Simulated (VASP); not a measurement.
A convergence study with VASP on Si (space group no. 227 when undisturbed): a few settings are varied, all else stays as given below, so the limit is that of these other settings. One atom is moved off its site, so that forces are finite.

```yaml
crystal:
  lattice:
    - [0.00000, 2.70735, 2.70735]
    - [2.70735, 0.00000, 2.70735]
    - [2.70735, 2.70735, 0.00000]
  atoms:
    - { symbol: Si, position: [0.00533, 0.00533, 0.00533] }
    - { symbol: Si, position: [0.25000, 0.25000, 0.25000] }
```

All values below come from PBEsol GGA, VASP's PBE PAW potentials (set 64) (plane waves; VASP). The last row used: 300 eV cut-off, 18×18×18 Γ-centred mesh shifted by (0.5, 0.5, 0.5), Fermi-Dirac smearing of 0.010 eV, potentials Si.

Gaps are read on the run's mesh, which can miss a band edge.

```json
[
 {"setting": "2×2×2 mesh", "E (eV/atom)": "-5.6480", "pressure (GPa)": "1.54", "largest force (eV/Å)": "0.751", "gap on the mesh (eV)": "1.957", "irreducible k-points": "5"},
 {"setting": "3×3×3 mesh", "E (eV/atom)": "-5.7243", "pressure (GPa)": "1.15", "largest force (eV/Å)": "0.739", "gap on the mesh (eV)": "1.191", "irreducible k-points": "16"},
 {"setting": "4×4×4 mesh", "E (eV/atom)": "-5.7327", "pressure (GPa)": "1.11", "largest force (eV/Å)": "0.738", "gap on the mesh (eV)": "0.857", "irreducible k-points": "30"},
 {"setting": "5×5×5 mesh", "E (eV/atom)": "-5.7339", "pressure (GPa)": "1.11", "largest force (eV/Å)": "0.738", "gap on the mesh (eV)": "0.685", "irreducible k-points": "58"},
 {"setting": "6×6×6 mesh", "E (eV/atom)": "-5.7341", "pressure (GPa)": "1.11", "largest force (eV/Å)": "0.738", "gap on the mesh (eV)": "0.585", "irreducible k-points": "91"},
 {"setting": "7×7×7 mesh", "E (eV/atom)": "-5.7342", "pressure (GPa)": "1.11", "largest force (eV/Å)": "0.738", "gap on the mesh (eV)": "?", "irreducible k-points": "144"},
 {"setting": "8×8×8 mesh", "E (eV/atom)": "-5.7341", "pressure (GPa)": "1.11", "largest force (eV/Å)": "0.738", "gap on the mesh (eV)": "0.482", "irreducible k-points": "204"},
 {"setting": "9×9×9 mesh", "E (eV/atom)": "-5.7342", "pressure (GPa)": "1.11", "largest force (eV/Å)": "0.738", "gap on the mesh (eV)": "0.453", "irreducible k-points": "290"},
 {"setting": "10×10×10 mesh", "E (eV/atom)": "-5.7342", "pressure (GPa)": "1.11", "largest force (eV/Å)": "0.738", "gap on the mesh (eV)": "0.433", "irreducible k-points": "385"},
 {"setting": "11×11×11 mesh", "E (eV/atom)": "-5.7342", "pressure (GPa)": "1.11", "largest force (eV/Å)": "0.738", "gap on the mesh (eV)": "0.409", "irreducible k-points": "512"},
 {"setting": "12×12×12 mesh", "E (eV/atom)": "-5.7342", "pressure (GPa)": "1.11", "largest force (eV/Å)": "0.738", "gap on the mesh (eV)": "0.391", "irreducible k-points": "650"},
 {"setting": "14×14×14 mesh", "E (eV/atom)": "-5.7342", "pressure (GPa)": "1.11", "largest force (eV/Å)": "0.738", "gap on the mesh (eV)": "0.368", "irreducible k-points": "1015"},
 {"setting": "15×15×15 mesh", "E (eV/atom)": "-5.7342", "pressure (GPa)": "1.11", "largest force (eV/Å)": "0.738", "gap on the mesh (eV)": "0.361", "irreducible k-points": "1248"},
 {"setting": "17×17×17 mesh", "E (eV/atom)": "-5.7342", "pressure (GPa)": "1.11", "largest force (eV/Å)": "0.738", "gap on the mesh (eV)": "?", "irreducible k-points": "1794"},
 {"setting": "18×18×18 mesh", "E (eV/atom)": "-5.7342", "pressure (GPa)": "1.11", "largest force (eV/Å)": "0.738", "gap on the mesh (eV)": "0.337", "irreducible k-points": "2109"}
]
```

Question: Complete the blanks.

Answer: 
- 7×7×7 mesh, gap on the mesh (eV): 0.523
- 17×17×17 mesh, gap on the mesh (eV): 0.343

Left out are rungs that failed or repeat a setting and relaxations that didn't move; long series are thinned to 24 rows.

The structure is a typed Si crystal (space group no. 227). The cell was not relaxed at this level, it is distorted from the ideal structure.
